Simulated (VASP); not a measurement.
```
CELL_PARAMETERS angstrom
     -1.58084     1.58084     1.58084
      1.58084    -1.58084     1.58084
      1.58084     1.58084    -1.58084
ATOMIC_POSITIONS crystal
  W  0.00000 0.00000 0.00000
```

These are vdW-DF-cx, VASP's PBE PAW potentials (set 64) (plane waves; VASP) values and carry that method's errors. Settings: 520 eV cut-off, 18×18×18 Γ-centred mesh, tetrahedra with Blöchl corrections, potentials W_sv.

Unless said otherwise, spin-orbit coupling is left out, though it shifts the bands of the heavy elements here.

Predict the energy per atom (σ→0), band gap (on the k-mesh) with the smallest direct gap where there is one.

```json
{
 "band gap (on the k-mesh)": "none (metal, semimetal or under 0.01 eV)",
 "energy per atom (σ→0)": "-10.383 eV/atom"
}
```

The absolute energy has meaning only against runs of the same code, potentials and settings.

The compound is W in the bcc structure. It was relaxed first.
